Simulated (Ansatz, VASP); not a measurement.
# Cross-check of SnO2 (Cassiterite) between VASP and Ansatz

Aim: how closely do two programs agree when they are given the same cell, functional and k mesh?

Calculated with Ansatz 0.2.0; plane waves, with VASP 6.6.1 beside it; G0W0 gap at PBE.

## 1. The starting structure

Symmetry: P4_2/mnm, No. 136, tetragonal system. Conventional cell: a = 4.738 Å, b = 4.738 Å, c = 3.187 Å, α = 90.00°, β = 90.00°, γ = 90.00°. Nearest to Sn lie 6 O at 2.05 to 2.06 Å. Nearest to O lie 3 Sn at 2.05 to 2.06 Å. Farther neighbours and most contacts between anions are not listed.

## 2. VASP: G0W0 gap, PBE

Quasiparticle shifts depend on high empty states and on the cores, so they are the hardest test of two PAW sets.

Lines of VASP's logs that name or quote its potential files are left out, and so is its time.

The run reads the wave functions of an earlier VASP run, which isn't shown here.

File INCAR:

```
SYSTEM = SnO2
PREC = Accurate
ENCUT = 440
ISMEAR = 0
SIGMA = 0.01
LREAL = .FALSE.
GGA = PE
NBANDS = 216
ALGO = EVGW0
NELMGW = 1
ENCUTGW = 120
NOMEGA = 48
PRECFOCK = Fast
NBANDSGW = 40
LWAVE = .FALSE.
LCHARG = .FALSE.
```

File POSCAR:

```
SnO2
1.0
    4.7380000000      0.0000000000      0.0000000000
    0.0000000000      4.7380000000      0.0000000000
    0.0000000000      0.0000000000      3.1865000000
Sn O
2 4
Direct
    0.0000000000      0.0000000000      0.0000000000
    0.5000000000      0.5000000000      0.5000000000
    0.3071000000      0.3071000000      0.0000000000
    0.1929000000      0.8071000000      0.5000000000
    0.6929000000      0.6929000000      0.0000000000
    0.8071000000      0.1929000000      0.5000000000
```

File KPOINTS:

```
Automatic mesh
0
Gamma
4 4 4
0 0 0
```

The projector-augmented-wave data sets are Sn_d_GW and O_GW (PBE family, release 64).

Run with:

```
$ mpirun -np 8 vasp_std
```

Numbers of over 12 decimals in the logs are rounded to 6 here.

Log:

```text
[banner, memory and clock lines left out]
running    8 mpi-ranks, on    1 nodes
 distrk:  each k-point on    8 cores,    1 groups
 distr:  one band on    1 cores,    8 groups

 POSCAR found type information on POSCAR SnO
 POSCAR found :  2 types and       6 ions
|                                                                             |
|           W    W    AA    RRRRR   N    N  II  N    N   GGGG   !!!           |
|           W    W   A  A   R    R  NN   N  II  NN   N  G    G  !!!           |
|           W    W  A    A  R    R  N N  N  II  N N  N  G       !!!           |
|           W WW W  AAAAAA  RRRRR   N  N N  II  N  N N  G  GGG   !            |
|           WW  WW  A    A  R   R   N   NN  II  N   NN  G    G                |
|           W    W  A    A  R    R  N    N  II  N    N   GGGG   !!!           |
|                                                                             |
|     For optimal performance we recommend to set                             |
|       NCORE = 2 up to number-of-cores-per-socket                            |
|     NCORE specifies how many cores store one orbital (NPAR=cpu/NCORE).      |
|     This setting can greatly improve the performance of VASP for DFT.       |
|     The default, NCORE=1 might be grossly inefficient on modern             |
|     multi-core architectures or massively parallel machines. Do your        |
|     Unfortunately you need to use the default for GW and RPA                |
|     calculations (for HF NCORE is supported but not extensively tested      |
|     yet).                                                                   |
|                                                                             |

|                                                                             |
|           W    W    AA    RRRRR   N    N  II  N    N   GGGG   !!!           |
|           W    W   A  A   R    R  NN   N  II  NN   N  G    G  !!!           |
|           W    W  A    A  R    R  N N  N  II  N N  N  G       !!!           |
|           W WW W  AAAAAA  RRRRR   N  N N  II  N  N N  G  GGG   !            |
|           WW  WW  A    A  R   R   N   NN  II  N   NN  G    G                |
|           W    W  A    A  R    R  N    N  II  N    N   GGGG   !!!           |
|                                                                             |
|     The default for ENCUTGWSOFT is different in this version of VASP.       |
|     please manually set ENCUTGWSOFT =120 in the INCAR file.                 |
|                                                                             |

 LDA part: xc-table for (Slater+PW92), standard interpolation
 found WAVECAR, reading the header
 POSCAR, INCAR and KPOINTS ok, starting setup
 FFT: planning ... GRIDC
 FFT: planning ... GRID_SOFT
 FFT: planning ... GRID
 reading WAVECAR
 the WAVECAR file was read successfully
 initial charge from wavefunction
 available memory per node:     61.74 GB, setting MAXMEM to     63224

 The Fermi energy was updated, please check that it is located mid-gap
 values below the HOMO (VB) or above the LUMO (CB) will cause erroneous energies
 E-fermi :   4.9854

 calculate exact exchange contribution
 the WAVEDER file was read successfully
energies w=
    0.000    0.000    0.561    0.000    1.120    0.000    1.674    0.000
    2.221    0.000    2.761    0.000    3.292    0.000    3.813    0.000
    4.325    0.000    4.827    0.000    5.320    0.000    5.805    0.000
    6.283    0.000    6.756    0.000    7.224    0.000    7.690    0.000
    8.155    0.000    8.622    0.000    9.092    0.000    9.567    0.000
   10.050    0.000   10.544    0.000   11.051    0.000   11.575    0.000
   12.120    0.000   12.690    0.000   13.289    0.000   13.925    0.000
   14.603    0.000   15.332    0.000   16.122    0.000   16.986    0.000
   17.938    0.000   18.999    0.000   20.193    0.000   21.553    0.000
   23.122    0.000   24.958    0.000   27.143    0.000   29.793    0.000
   33.079    0.000   37.267    0.000   42.787    0.000   50.390    0.000
   61.514    0.000   79.289    0.000  112.100    0.000  192.532    0.000
 responsefunction array rank=     224
 LDA part: xc-table for (Slater+PW92), standard interpolation

 min. memory requirement per mpi rank    239.1 MB, per node   1913.0 MB

 allocating   6 responsefunctions rank=   224
 shmem allocating  48 responsefunctions rank=   224
 response function shared by NCSHMEM nodes    1
 Doing            6  frequencies on each core in blocks of           48
NQ=   1    0.0000    0.0000    0.0000,
|.........|.........|.........|.........|.........|.........|.........|.........
 performed        943000 updates of chi_q(r,r)
 total number of BLAS operations        317.16 Gflops
NQ=   2    0.2500    0.0000    0.0000,
|.........|.........|.........|.........|.........|.........|.........|.........
 performed       2473000 updates of chi_q(r,r)
 total number of BLAS operations        867.59 Gflops
NQ=   3    0.5000    0.0000    0.0000,
|.........|.........|.........|.........|.........|.........|.........|.........
 performed       3623000 updates of chi_q(r,r)
 total number of BLAS operations       1250.70 Gflops
NQ=   4    0.2500    0.2500    0.0000,
|.........|.........|.........|.........|.........|.........|.........|.........
 performed       4877000 updates of chi_q(r,r)
 total number of BLAS operations       1710.27 Gflops
NQ=   5    0.5000    0.2500    0.0000,
|.........|.........|.........|.........|.........|.........|.........|.........
 performed       6407000 updates of chi_q(r,r)
 total number of BLAS operations       2260.70 Gflops
NQ=   6    0.5000    0.5000    0.0000,
|.........|.........|.........|.........|.........|.........|.........|.........
 performed       7350000 updates of chi_q(r,r)
 total number of BLAS operations       2625.97 Gflops
NQ=   7    0.0000    0.0000    0.2500,
|.........|.........|.........|.........|.........|.........|.........|.........
 performed       8535000 updates of chi_q(r,r)
 total number of BLAS operations       3060.22 Gflops
NQ=   8    0.2500    0.0000    0.2500,
|.........|.........|.........|.........|.........|.........|.........|.........
 performed      10273000 updates of chi_q(r,r)
 total number of BLAS operations       3697.05 Gflops
NQ=   9    0.5000    0.0000    0.2500,
|.........|.........|.........|.........|.........|.........|.........|.........
 performed      11803000 updates of chi_q(r,r)
 total number of BLAS operations       4257.92 Gflops
NQ=  10    0.2500    0.2500    0.2500,
|.........|.........|.........|.........|.........|.........|.........|.........
 performed      13403000 updates of chi_q(r,r)
 total number of BLAS operations       4844.11 Gflops
NQ=  11    0.5000    0.2500    0.2500,
|.........|.........|.........|.........|.........|.........|.........|.........
 performed      15141000 updates of chi_q(r,r)
 total number of BLAS operations       5480.94 Gflops
NQ=  12    0.5000    0.5000    0.2500,
|.........|.........|.........|.........|.........|.........|.........|.........
 performed      16326000 updates of chi_q(r,r)
 total number of BLAS operations       5891.18 Gflops
NQ=  13    0.0000    0.0000    0.5000,
|.........|.........|.........|.........|.........|.........|.........|.........
 performed      17269000 updates of chi_q(r,r)
 total number of BLAS operations       6236.80 Gflops
NQ=  14    0.2500    0.0000    0.5000,
|.........|.........|.........|.........|.........|.........|.........|.........
 performed      18799000 updates of chi_q(r,r)
 total number of BLAS operations       6818.83 Gflops
NQ=  15    0.5000    0.0000    0.5000,
|.........|.........|.........|.........|.........|.........|.........|.........
 performed      19949000 updates of chi_q(r,r)
 total number of BLAS operations       7248.33 Gflops
NQ=  16    0.2500    0.2500    0.5000,
|.........|.........|.........|.........|.........|.........|.........|.........
 performed      21203000 updates of chi_q(r,r)
 total number of BLAS operations       7716.53 Gflops
NQ=  17    0.5000    0.2500    0.5000,
|.........|.........|.........|.........|.........|.........|.........|.........
 performed      22733000 updates of chi_q(r,r)
 total number of BLAS operations       8331.04 Gflops
NQ=  18    0.5000    0.5000    0.5000,
|.........|.........|.........|.........|.........|.........|.........|.........
 performed      23676000 updates of chi_q(r,r)
 total number of BLAS operations       8683.15 Gflops
 resolving degeneracies of screened two electron integrals

 calculate QP shifts <psi_nk| G(iteration)W_0 |psi_nk>: iteration 1
 entering main loop
```

OUTCAR, selected parts (step 2):

```text
ion  position               nearest neighbor table
   1  0.000  0.000  0.000-   4 2.05   6 2.05   4 2.05   6 2.05   5 2.06   3 2.06
   2  0.500  0.500  0.500-   3 2.05   5 2.05   3 2.05   5 2.05   4 2.06   6 2.06
   3  0.307  0.307  0.000-   2 2.05   2 2.05   1 2.06
   4  0.193  0.807  0.500-   1 2.05   1 2.05   2 2.06
   5  0.693  0.693  0.000-   2 2.05   2 2.05   1 2.06
   6  0.807  0.193  0.500-   1 2.05   1 2.05   2 2.06

  LATTYP: Found a simple tetragonal cell.
 ALAT       =     4.7380000000
 C/A-ratio  =     0.6725411566

 Subroutine GETGRP returns: Found 16 space group operations
 (whereof  8 operations were pure point group operations)

The static configuration has the point symmetry D_2h.
 The point group associated with its full space group is D_4h.

 Found     18 irreducible k-points:

   k-points           NKPTS =     18   k-points in BZ     NKDIM =     64   number of bands    NBANDS=    216

   dimension x,y,z NGX =    32 NGY =   32 NGZ =   24
   dimension x,y,z NGXF=    64 NGYF=   64 NGZF=   48

   ENCUT  =  440.0 eV  32.34 Ry    5.69 a.u.   8.10  8.10  5.45*2*pi/ulx,y,z

   NELECT =      52.0000    total number of electrons

  energy-cutoff  :      440.00
  volume of cell :       71.53
      direct lattice vectors                 reciprocal lattice vectors
     4.738000000  0.000000000  0.000000000     0.211059519  0.000000000  0.000000000
     0.000000000  4.738000000  0.000000000     0.000000000  0.211059519  0.000000000
     0.000000000  0.000000000  3.186500000     0.000000000  0.000000000  0.313823945

 k-points in reciprocal lattice and weights: Automatic mesh
   0.00000000  0.00000000  0.00000000       0.016
   0.25000000  0.00000000  0.00000000       0.062
   0.50000000  0.00000000  0.00000000       0.031
   0.25000000  0.25000000  0.00000000       0.062
   0.50000000  0.25000000  0.00000000       0.062
   0.50000000  0.50000000  0.00000000       0.016
   0.00000000  0.00000000  0.25000000       0.031
   0.25000000  0.00000000  0.25000000       0.125
   0.50000000  0.00000000  0.25000000       0.062
[...]
0.50000000  0.25000000  0.50000000       0.062
   0.50000000  0.50000000  0.50000000       0.016

 E-fermi :   4.9854

 QP shifts <psi_nk| G(iteration)W_0 |psi_nk>: iteration 1
 for sc-GW calculations column KS-energies equals QP-energies in previous step
 and V_xc(KS)=  KS-energies - (<T + V_ion + V_H > + <T+V_H+V_ion>^1  + <V_x>^1)
 k-point   1 :       0.0000    0.0000    0.0000
  band No.  KS-energies  QP-energies   sigma(KS)   V_xc(KS)     V^pw_x(r,r')   Z            occupation Imag(sigma)
    ...
     23       3.1145       2.4767     -20.5485     -19.7064     -24.7644       0.7576       2.0000       0.1260
     24       3.5753       2.9412     -20.5265     -19.6781     -25.2871       0.7473       2.0000       0.1279
     25       3.5753       2.9412     -20.5265     -19.6781     -25.2871       0.7473       2.0000       0.1279
     26       4.3599       3.6741     -20.9418     -20.0243     -26.0272       0.7474       2.0000       0.1261
     27       5.6110       6.3804     -14.0367     -14.9739     -10.8223       0.8210       0.0000      -0.0058
     28      10.4899      11.6443     -13.1320     -14.5791      -8.8255       0.7977       0.0000      -0.0534
     29      10.6975      11.4123     -10.5586     -11.4279      -6.2812       0.8222       0.0000      -0.0633
     30      10.6975      11.4123     -10.5586     -11.4279      -6.2812       0.8222       0.0000      -0.0633
    ...

 k-point   2 :       0.2500    0.0000    0.0000
  band No.  KS-energies  QP-energies   sigma(KS)   V_xc(KS)     V^pw_x(r,r')   Z            occupation Imag(sigma)
    ...
     23       3.1301       2.4990     -20.5607     -19.7281     -24.7734       0.7580       2.0000       0.1255
     24       3.1524       2.5354     -20.5862     -19.7720     -24.7905       0.7578       2.0000       0.1247
     25       3.6153       2.9680     -20.5333     -19.6675     -25.3195       0.7477       2.0000       0.1287
     26       4.0723       3.3461     -20.5294     -19.5574     -25.5396       0.7471       2.0000       0.1283
     27       6.9048       7.8229     -15.2708     -16.4087     -12.3892       0.8068       0.0000      -0.0140
     28      10.0357      11.2000     -13.9201     -15.3832      -9.8845       0.7957       0.0000      -0.0531
     29      10.9600      11.6818     -10.5623     -11.4420      -6.3174       0.8205       0.0000      -0.0651
     30      11.1342      11.9315     -10.7117     -11.6871      -6.3384       0.8174       0.0000      -0.0637
    ...

 k-point   3 :       0.5000    0.0000    0.0000
  band No.  KS-energies  QP-energies   sigma(KS)   V_xc(KS)     V^pw_x(r,r')   Z            occupation Imag(sigma)
    ...
     23       3.1579       2.5415     -20.5851     -19.7725     -24.7901       0.7584       2.0000       0.1246
     24       3.1579       2.5415     -20.5851     -19.7725     -24.7901       0.7584       2.0000       0.1246
     25       3.7206       3.0245     -20.4265     -19.4957     -25.2867       0.7479       2.0000       0.1300
     26       3.7206       3.0245     -20.4265     -19.4957     -25.2867       0.7479       2.0000       0.1300
     27       8.7823       9.9449     -15.1878     -16.6437     -11.7049       0.7985       0.0000      -0.0386
     28       8.7823       9.9449     -15.1878     -16.6437     -11.7049       0.7985       0.0000      -0.0386
     29      11.4396      12.2363     -10.7721     -11.7481      -6.4735       0.8162       0.0000      -0.0674
     30      11.4396      12.2363     -10.7721     -11.7481      -6.4735       0.8162       0.0000      -0.0674
    ...

 k-point   4 :       0.2500    0.2500    0.0000
  band No.  KS-energies  QP-energies   sigma(KS)   V_xc(KS)     V^pw_x(r,r')   Z            occupation Imag(sigma)
    ...
     23       3.0761       2.4288     -20.4862     -19.6306     -24.7024       0.7566       2.0000       0.1266
     24       3.1592       2.5442     -20.5851     -19.7746     -24.7873       0.7588       2.0000       0.1245
     25       3.5255       2.8173     -20.3864     -19.4357     -25.3005       0.7448       2.0000       0.1327
     26       3.8790       3.1191     -20.3590     -19.3397     -25.3992       0.7455       2.0000       0.1313
     27       7.6809       8.7228     -15.4344     -16.7312     -12.3466       0.8034       0.0000      -0.0226
     28       9.7658      10.9329     -14.0256     -15.4898     -10.0208       0.7971       0.0000      -0.0495
     29      11.3164      12.1204     -10.6996     -11.6839      -6.3493       0.8169       0.0000      -0.0655
     30      11.4171      12.2893     -11.6543     -12.7293      -7.5049       0.8114       0.0000      -0.0711
    ...

[... 4 further parts left out ...]
```

(Continued in part 2 of 2.)

[Lines on the potential files, build, host, timing and source positions are cut from VASP's logs without a mark.]

[Logs are printed without paths, hosts, clocks, repeated set-up lines and the standing remarks that a program may print on its own settings, such as how far it seeks lower states.]

[Hosts, paths, dates, database ids (printed as entryN), source tags and the programs' standing remarks are cut or masked in the printed files.]
